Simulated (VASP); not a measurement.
VASP input:

File POSCAR:
```
SrCl2
5.0343170
  0.0000000000   0.7071068429   0.7071068429
  0.7071068429   0.0000000000   0.7071068429
  0.7071068429   0.7071068429   0.0000000000
Sr Cl
1 2
Cart
  0.0000000000   0.0000000000   0.0000000000
  0.3535534214   0.3535534214   0.3535534214
  1.0606602643   1.0606602643   1.0606602643
```

**KPOINTS**
```
Automatic mesh
0
Gamma
5 5 5
0 0 0
```

**INCAR**
```
ALGO = Normal
GGA = PE   # PBE
SIGMA = 0.1   # width (eV)
LWAVE = .FALSE.
ENCUT = 400   # plane-wave cut-off (eV)
EDIFF = 1E-6   # SCF stop (eV)
LASPH = .TRUE.
NELM = 100
ISMEAR = 1   # Methfessel-Paxton
ISIF = 2   # forces and stress, cell fixed
SYSTEM = SrCl2
PREC = Accurate
LREAL = .FALSE.   # projection in real space or not
LCHARG = .FALSE.
LMAXMIX = 4
```

POTCAR, in this order: Sr_sv Cl (PBE.64 set). Program: vasp_std.

Question: Write an equivalent input for Ansatz.

Answer: One equivalent input (not run):
Ansatz 0.2 input:
```yaml
crystal:
  lattice:
    - [0.0000000, 3.5598000, 3.5598000]
    - [3.5598000, 0.0000000, 3.5598000]
    - [3.5598000, 3.5598000, 0.0000000]
  atoms:
    - { symbol: Sr, position: [0.0000000, 0.0000000, 0.0000000] }
    - { symbol: Cl, position: [0.2500000, 0.2500000, 0.2500000] }
    - { symbol: Cl, position: [0.7500000, 0.7500000, 0.7500000] }
kpoints:
  mp_grid: { grid: [5, 5, 5] }
hamiltonian:
  xc: pbe
  pseudopotentials: { kind: paw }
scf:
  occupations: { method: methfessel_paxton, width: 0.1 }
  max_iter: 100
output: { forces: true, stress: true, eigenvalues: true }
```
The two are equivalent in intent, not identical: each code has its own PAW files, so the cut-off isn't converted (ENCUT is set for VASP's; basis.ecutwfc is left out, and Ansatz then takes the one that its files recommend); Ansatz stops its SCF on the density residual and VASP on the energy change (EDIFF).

The compound is SrCl2 in the fluorite structure. The cell was not relaxed at this level. The run is one of a series of settings (ISMEAR = 1, SIGMA = 0.1 against the base run), some of them coarse on purpose.
